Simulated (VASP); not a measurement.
Calculation: PBEsol GGA, VASP's PBE PAW potentials (set 64) (plane waves; VASP 6.6.1).

VASP ran on this input.

POSCAR:
```
InAs
1
    0.0000000000     3.0450899932     3.0450899932
    3.0450899932     0.0000000000     3.0450899932
    3.0450899932     3.0450899932     0.0000000000
In As
1 1
Direct
  0.0000000000   0.0000000000   0.0000000000
  0.2500000000   0.2500000000   0.2500000000
```

### INCAR
```
SYSTEM=InAs
PREC=Accurate; ENCUT=500; LREAL=.False.
LASPH=.True.
EDIFF=1E-6; NELM=100; ALGO=Normal
LMAXMIX=4
ISMEAR=1; SIGMA=0.1
GGA=PS
IBRION=2; NSW=40; ISIF=3
EDIFFG=-0.02
LWAVE=.False.; LCHARG=.False.
```

File KPOINTS:
```
Automatic
0
G
  10 10 10
0 0 0
```

POTCAR, in this order: In_d As (PBE.64 set). Program: vasp_std.

Unless said otherwise, spin-orbit coupling is left out, though it shifts the bands of the heavy elements here.

Question: Predict the energy per atom (σ→0), band gap (on the k-mesh).

Answer: 
```
Item                                                        Result
------------------------  ----------------------------------------
energy per atom (σ→0)                               -4.245 eV/atom
band gap (on the k-mesh)  none (metal, semimetal or under 0.01 eV)
```

File OSZICAR:
```
...
DAV:   6    -0.852099576987E+01    0.25904E+00   -0.45699E-01  1850   0.136E+01    0.237E+00
DAV:   7    -0.849109866511E+01    0.29897E-01   -0.12819E-01  1689   0.390E+00    0.668E-01
DAV:   8    -0.848947907712E+01    0.16196E-02   -0.12958E-02  1528   0.165E+00    0.207E-01
DAV:   9    -0.848972430050E+01   -0.24522E-03   -0.10732E-03  1548   0.418E-01    0.113E-01
DAV:  10    -0.848977726486E+01   -0.52964E-04   -0.12693E-04  1866   0.152E-01    0.760E-02
DAV:  11    -0.848979324610E+01   -0.15981E-04   -0.58845E-05  1337   0.112E-01    0.518E-02
DAV:  12    -0.848979326791E+01   -0.21811E-07   -0.65670E-06  1297   0.209E-02
   1 F= -.84897933E+01 E0= -.84898798E+01  d E =-.848979E+01
```

The compound is InAs in the zinc blende structure. It was relaxed first.
